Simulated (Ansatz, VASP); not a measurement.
## BPd4: VASP beside Ansatz

```xyz
5
Lattice="2.8920 0.0000 0.0000 0.0000 4.3650 0.0000 0.0000 0.0000 5.8563" Properties=species:S:1:pos:R:3 pbc="T T T"
Pd    1.4460    0.0000    1.1571
Pd    0.0000    0.0000    3.6278
Pd    0.0000    2.1825    1.9277
Pd    1.4460    2.1825    5.0807
B     1.4460    0.0000    5.0553
```

The cell comes from a database or a generator and needn't be the stable form of this composition.

Alike in both runs: task single point; functional PBEsol; k mesh 9 × 6 × 5; occupations fermi-dirac, width 0.05 eV; no spin polarisation.

```csv
,VASP,Ansatz
version,VASP 6.6.1,Ansatz 0.2.0
potentials or method,"VASP PAW PBE potentials, release 64 (Pd, B)",Ansatz PAW
plane-wave cutoff (eV),520,420
valence electrons in the cell,43,75
```

```tsv
	VASP	Ansatz	Ansatz less VASP
gap on the k mesh at the Fermi level (eV)	none	none	-
pressure (GPa)	-8.5	-8.5	-0.08
largest component of the traceless stress (GPa)	0.33	0.24	-0.085
rms of the force components (eV/Å)	0.049	0.065	+0.0158
```

Atom by atom the forces differ by 0.024 eV/Å (rms over components). A gap of «none» marks a metal or a gap that the smearing closes. The two sets of potentials don't hold the same shells in valence.

Caveats: the PAW data sets were made with another functional, which shifts forces and pressure a little (VASP); the PAW data sets come from PBE, with cores solved anew for the run's functional, which leaves a small shift of forces and pressure (Ansatz).
